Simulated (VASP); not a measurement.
Level of theory: PBE GGA, VASP's PBE PAW potentials (set 64) (plane waves; VASP).

The input files of a VASP run:

### INCAR
```
# general
SYSTEM  = Be
PREC    = Accurate
ENCUT   = 500
LREAL   = .FALSE.
LASPH   = .TRUE.

# electronic loop
EDIFF   = 1E-6
NELM    = 100
ALGO    = Normal

# smearing
ISMEAR  = 1
SIGMA   = 0.1

# functional
GGA     = PE

# ions
IBRION  = 2
NSW     = 40
ISIF    = 3
EDIFFG  = -0.02
PSTRESS = 450

# output
LWAVE   = .FALSE.
LCHARG  = .FALSE.
```

### POSCAR
```
Be
1.0
  1.0403044744  -1.8018599319   0.0000000000
  1.0403044744   1.8018599319   0.0000000000
  0.0000000000   0.0000000000   3.3109347467
Be
2
Cartesian
  1.0403044744   0.6006211785   0.8277336867
  1.0403044744  -0.6006211785   2.4832010600
```

File KPOINTS:
```
Automatic mesh
0
Gamma
20 20 11
0 0 0
```

POTCAR, in this order: Be (PBE.64 set). Program: vasp_std.

Task: What will the output report for the number of irreducible k-points (NKPTS), largest plane-wave count, number of space-group operations, FFT grid (NGX, NGY, NGZ)?

Result: 
```json
{
 "number of irreducible k-points (NKPTS)": "264",
 "largest_plane_wave_count": "330",
 "number_of_space_group_operations": "24",
 "FFT grid (NGX, NGY, NGZ)": "16 × 16 × 24"
}
```

The compound is Be in the hcp structure. This run relaxes it under an external pressure of 45 GPa. Symmetry was kept, so distortions that lower it aren't found.
